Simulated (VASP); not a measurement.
A run of VASP 6.6.1 is set up as follows.

The input INCAR:

```
PREC = Accurate
ENCUT = 520
EDIFF = 1E-6
ISMEAR = 1
SIGMA = 0.1
LREAL = False
LASPH = True
NELM = 80
ALGO = Normal
ISIF = 2
LWAVE = False
LCHARG = False
LMAXMIX = 4
NBANDS = 19
ICORELEVEL = 1
```

KPOINTS

```
Automatic mesh
0
Gamma
  15 15 7
```

POSCAR

```
Zr                                      
1.0
    3.1492753675      0.0000000000      0.0000000000
   -1.5746376838      2.7273524671      0.0000000000
   -0.0000000000     -0.0000000000      5.0822288174
  Zr            
     2
Direct
     0.3333333300000021    0.6666666699999979    0.2500000000000000
     0.6666666699999979    0.3333333300000021    0.7500000000000000
```

KPOINTS_OPT

```
explicit points
96
Reciprocal
 0.0000000000  0.0000000000  0.0000000000 1
 0.0555555556  0.0000000000  0.0000000000 1
 0.1111111111  0.0000000000  0.0000000000 1
 0.1666666667  0.0000000000  0.0000000000 1
 0.2222222222  0.0000000000  0.0000000000 1
 0.2777777778  0.0000000000  0.0000000000 1
 0.3333333333  0.0000000000  0.0000000000 1
 0.3888888889  0.0000000000  0.0000000000 1
 0.4444444444  0.0000000000  0.0000000000 1
 0.5000000000  0.0000000000  0.0000000000 1
 0.5000000000  0.0000000000  0.0000000000 1
 0.4814814815  0.0370370370  0.0000000000 1
 0.4629629630  0.0740740741  0.0000000000 1
 0.4444444444  0.1111111111  0.0000000000 1
 0.4259259259  0.1481481481  0.0000000000 1
 0.4074074074  0.1851851852  0.0000000000 1
 0.3888888889  0.2222222222  0.0000000000 1
 0.3703703703  0.2592592592  0.0000000000 1
 0.3518518518  0.2962962963  0.0000000000 1
 0.3333333333  0.3333333333  0.0000000000 1
 0.3333333333  0.3333333333  0.0000000000 1
 0.2962962963  0.2962962963  0.0000000000 1
 0.2592592592  0.2592592592  0.0000000000 1
 0.2222222222  0.2222222222  0.0000000000 1
 0.1851851852  0.1851851852  0.0000000000 1
 0.1481481481  0.1481481481  0.0000000000 1
 0.1111111111  0.1111111111  0.0000000000 1
 0.0740740741  0.0740740741  0.0000000000 1
 0.0370370370  0.0370370370  0.0000000000 1
 0.0000000000  0.0000000000  0.0000000000 1
 0.0000000000  0.0000000000  0.0000000000 1
 0.0000000000  0.0000000000  0.0555555556 1
 0.0000000000  0.0000000000  0.1111111111 1
 0.0000000000  0.0000000000  0.1666666667 1
 0.0000000000  0.0000000000  0.2222222222 1
 0.0000000000  0.0000000000  0.2777777778 1
 0.0000000000  0.0000000000  0.3333333333 1
 0.0000000000  0.0000000000  0.3888888889 1
 0.0000000000  0.0000000000  0.4444444444 1
 0.0000000000  0.0000000000  0.5000000000 1
 0.0000000000  0.0000000000  0.5000000000 1
 0.0555555556  0.0000000000  0.5000000000 1
 0.1111111111  0.0000000000  0.5000000000 1
 0.1666666667  0.0000000000  0.5000000000 1
 0.2222222222  0.0000000000  0.5000000000 1
 0.2777777778  0.0000000000  0.5000000000 1
 0.3333333333  0.0000000000  0.5000000000 1
 0.3888888889  0.0000000000  0.5000000000 1
 0.4444444444  0.0000000000  0.5000000000 1
 0.5000000000  0.0000000000  0.5000000000 1
 0.5000000000  0.0000000000  0.5000000000 1
 0.4814814815  0.0370370370  0.5000000000 1
 0.4629629630  0.0740740741  0.5000000000 1
 0.4444444444  0.1111111111  0.5000000000 1
 0.4259259259  0.1481481481  0.5000000000 1
 0.4074074074  0.1851851852  0.5000000000 1
 0.3888888889  0.2222222222  0.5000000000 1
 0.3703703703  0.2592592592  0.5000000000 1
 0.3518518518  0.2962962963  0.5000000000 1
 0.3333333333  0.3333333333  0.5000000000 1
 0.3333333333  0.3333333333  0.5000000000 1
 0.2962962963  0.2962962963  0.5000000000 1
 0.2592592592  0.2592592592  0.5000000000 1
 0.2222222222  0.2222222222  0.5000000000 1
 0.1851851852  0.1851851852  0.5000000000 1
 0.1481481481  0.1481481481  0.5000000000 1
 0.1111111111  0.1111111111  0.5000000000 1
 0.0740740741  0.0740740741  0.5000000000 1
 0.0370370370  0.0370370370  0.5000000000 1
 0.0000000000  0.0000000000  0.5000000000 1
 0.5000000000  0.0000000000  0.5000000000 1
 0.5000000000  0.0000000000  0.4444444444 1
 0.5000000000  0.0000000000  0.3888888889 1
 0.5000000000  0.0000000000  0.3333333333 1
 0.5000000000  0.0000000000  0.2777777778 1
 0.5000000000  0.0000000000  0.2222222222 1
 0.5000000000  0.0000000000  0.1666666667 1
 0.5000000000  0.0000000000  0.1111111111 1
 0.5000000000  0.0000000000  0.0555555556 1
 0.5000000000  0.0000000000  0.0000000000 1
 0.3333333333  0.3333333333  0.0000000000 1
 0.3333333333  0.3333333333  0.0555555556 1
 0.3333333333  0.3333333333  0.1111111111 1
 0.3333333333  0.3333333333  0.1666666667 1
 0.3333333333  0.3333333333  0.2222222222 1
 0.3333333333  0.3333333333  0.2777777778 1
 0.3333333333  0.3333333333  0.3333333333 1
 0.3333333333  0.3333333333  0.3888888889 1
 0.3333333333  0.3333333333  0.4444444444 1
 0.3333333333  0.3333333333  0.5000000000 1
 0.0000000000  0.0000000000  0.0000000000 1
 0.0000000000  0.0000000000  0.5000000000 1
 0.3333333333  0.3333333333  0.5000000000 1
 0.3333333333  0.3333333333  0.0000000000 1
 0.5000000000  0.0000000000  0.5000000000 1
 0.5000000000  0.0000000000  0.0000000000 1
```

Potentials or basis: VASP PAW LDA potentials, release 64 (Zr_sv).

The run is started by

```bash
$ cat potpaw_LDA.64/Zr_sv/POTCAR > POTCAR
$ mpirun -np 1 vasp_std > vasp.out
```

Problem. Predict the pressure.

Solution. 0.0 GPa.

Problem. Estimate the band gap along the path.

Solution. None (metal or under the smearing width).

Levels at the corners of the path, in eV from the Fermi level:
| point | band 9 | band 10 | band 11 | band 12 | band 13 | band 14 | band 15 | band 16 |
| --- | --- | --- | --- | --- | --- | --- | --- | --- |
| Γ | -5.74 | -3.23 | 0.85 | 0.85 | 0.88 | 1.40 | 1.57 | 1.57 |
| M | -2.82 | -2.61 | -2.37 | 0.03 | 0.55 | 0.76 | 1.49 | 5.33 |
| M | -2.82 | -2.61 | -2.37 | 0.03 | 0.55 | 0.76 | 1.49 | 5.33 |
| K | -2.33 | -1.32 | -1.32 | -1.11 | 0.22 | 0.22 | 1.85 | 4.54 |
| K | -2.33 | -1.32 | -1.32 | -1.11 | 0.22 | 0.22 | 1.85 | 4.54 |
| Γ | -5.74 | -3.23 | 0.85 | 0.85 | 0.88 | 1.40 | 1.57 | 1.57 |
| Γ | -5.74 | -3.23 | 0.85 | 0.85 | 0.88 | 1.40 | 1.57 | 1.57 |
| A | -3.99 | -3.99 | -0.03 | -0.03 | 0.77 | 0.77 | 0.77 | 0.77 |
| A | -3.99 | -3.99 | -0.03 | -0.03 | 0.77 | 0.77 | 0.77 | 0.77 |
| L | -3.08 | -3.08 | -1.24 | -1.24 | 1.94 | 1.94 | 2.34 | 2.34 |
| L | -3.08 | -3.08 | -1.24 | -1.24 | 1.94 | 1.94 | 2.34 | 2.34 |
| H | -1.59 | -1.59 | -1.34 | -1.34 | 0.06 | 0.06 | 2.06 | 2.06 |
| H | -1.59 | -1.59 | -1.34 | -1.34 | 0.06 | 0.06 | 2.06 | 2.06 |
| A | -3.99 | -3.99 | -0.03 | -0.03 | 0.77 | 0.77 | 0.77 | 0.77 |
| L | -3.08 | -3.08 | -1.24 | -1.24 | 1.94 | 1.94 | 2.34 | 2.34 |
| M | -2.82 | -2.61 | -2.37 | 0.03 | 0.55 | 0.76 | 1.49 | 5.33 |
| K | -2.33 | -1.32 | -1.32 | -1.11 | 0.22 | 0.22 | 1.85 | 4.54 |
| H | -1.59 | -1.59 | -1.34 | -1.34 | 0.06 | 0.06 | 2.06 | 2.06 |
